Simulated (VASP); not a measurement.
Level of theory: PBEsol GGA, VASP's PBE PAW potentials (set 64) (plane waves; VASP).

VASP ran on this input.

INCAR:
```
! general
SYSTEM =BaTiO3
PREC   =Accurate
ENCUT  =400   ! plane-wave cut-off (eV)
LREAL  =F   ! projection in real space or not
LASPH  =T   ! aspherical one-centre terms

! electronic loop
EDIFF  =1E-6
NELM   =100
ALGO   =Normal   ! blocked Davidson
LMAXMIX=4

! smearing
ISMEAR =0
SIGMA  =0.01

! functional
GGA    =PS

! ions
ISIF   =2

! output
LWAVE  =F
LCHARG =F
```

**POSCAR**
```
BaTiO3
1
    3.9673970000     0.0000000000     0.0000000000
    0.0000000000     2.8511450000     2.8638390000
    0.0000000000    -2.8511450000     2.8638390000
Ba Ti O
1 1 3
Direct
  0.0000000000   0.0034100000   0.0034100000
  0.5000000000   0.5185000000   0.5185000000
  0.5000000000   0.9784300000   0.4913500000
  0.5000000000   0.4913500000   0.9784300000
  0.0000000000   0.4882000000   0.4882000000
```

KPOINTS:
```
Automatic mesh
0
Gamma
7 7 7
0 0 0
```

POTCAR, in this order: Ba_sv Ti_sv O (PBE.64 set). Program: vasp_std.

Output

OSZICAR:
```
       N       E                     dE             d eps       ncg     rms          rms(c)
DAV:   1     0.400569264642E+03    0.40057E+03   -0.18525E+04  3072   0.150E+03
DAV:   2    -0.153432050983E+02   -0.41591E+03   -0.40868E+03  4016   0.440E+02
DAV:   3    -0.504138875811E+02   -0.35071E+02   -0.34668E+02  4520   0.129E+02
DAV:   4    -0.518875032819E+02   -0.14736E+01   -0.14730E+01  4424   0.229E+01
DAV:   5    -0.519336735185E+02   -0.46170E-01   -0.46169E-01  4240   0.311E+00    0.238E+01
DAV:   6    -0.422105447372E+02    0.97231E+01   -0.67725E+01  4952   0.765E+01    0.101E+01
DAV:   7    -0.422133994362E+02   -0.28547E-02   -0.11370E+01  3992   0.247E+01    0.690E+00
DAV:   8    -0.420534445906E+02    0.15995E+00   -0.13410E+00  4136   0.115E+01    0.234E+00
DAV:   9    -0.420573396034E+02   -0.38950E-02   -0.19260E-01  3824   0.324E+00    0.986E-01
DAV:  10    -0.420505505746E+02    0.67890E-02   -0.77406E-02  4216   0.240E+00    0.521E-01
DAV:  11    -0.420478818827E+02    0.26687E-02   -0.24787E-02  4576   0.116E+00    0.140E-01
DAV:  12    -0.420476187097E+02    0.26317E-03   -0.29313E-03  3816   0.508E-01    0.481E-02
DAV:  13    -0.420476414013E+02   -0.22692E-04   -0.13704E-04  4752   0.100E-01    0.379E-02
DAV:  14    -0.420476223452E+02    0.19056E-04   -0.89814E-05  4360   0.659E-02    0.801E-03
DAV:  15    -0.420476230205E+02   -0.67523E-06   -0.37932E-06  3488   0.175E-02
   1 F= -.42047623E+02 E0= -.42047623E+02  d E =-.281633-161
```

File OUTCAR:
```
------------------------ aborting loop because EDIFF is reached ----------------------------------------
  FORCE on cell =-STRESS in cart. coord.  units (eV):
  Direction    XX          YY          ZZ          XY          YZ          ZX
  --------------------------------------------------------------------------------------
  Total       -2.4080551     -2.2844313     -2.3087829      0.0000000      0.0000000      0.0000000
  in kB      -59.5488597    -56.4917633    -57.0939549      0.0000000      0.0000000      0.0000000
  external PRESSURE =     -57.7115260 kB  Pullay stress =       0.0000000 kB
  volume of cell :       64.79
      direct lattice vectors                 reciprocal lattice vectors
     3.967397000  0.000000000  0.000000000     0.252054433  0.000000000  0.000000000
     0.000000000  2.851145000  2.863839000     0.000000000  0.175368142  0.174590820
     0.000000000 -2.851145000  2.863839000     0.000000000 -0.175368142  0.174590820
 POSITION                                       TOTAL-FORCE (eV/Angst)
 -----------------------------------------------------------------------------------
      0.00000      0.00000      0.01953         0.000000      0.000000      0.023954
      1.98370      0.00000      2.96980         0.000000      0.000000      0.028638
      1.98370      1.38874      4.20921         0.000000      0.041821     -0.006022
      1.98370     -1.38874      4.20921         0.000000     -0.041821     -0.006022
      0.00000      0.00000      2.79625         0.000000      0.000000     -0.040548
 -----------------------------------------------------------------------------------
    total drift:                                0.000000      0.000001     -0.000757
  FREE ENERGIE OF THE ION-ELECTRON SYSTEM (eV)
  ---------------------------------------------------
  free  energy   TOTEN  =       -42.0476230205 eV

  energy  without entropy=      -42.0476230205  energy(sigma->0) =      -42.04762302
```
(Selected blocks of OUTCAR.)

At this cut-off the stress carries a Pulay error, which pulls relaxed volumes low.

The structure comes from a computed database's BaTiO3 entry (Amm2); how it stands against other phases isn't given here. The cell was not relaxed at this level. The run is one of a series of settings (GGA = PS, POTCAR Ba_sv Ti_sv O (PBE.64 set) against the base run), some of them coarse on purpose.
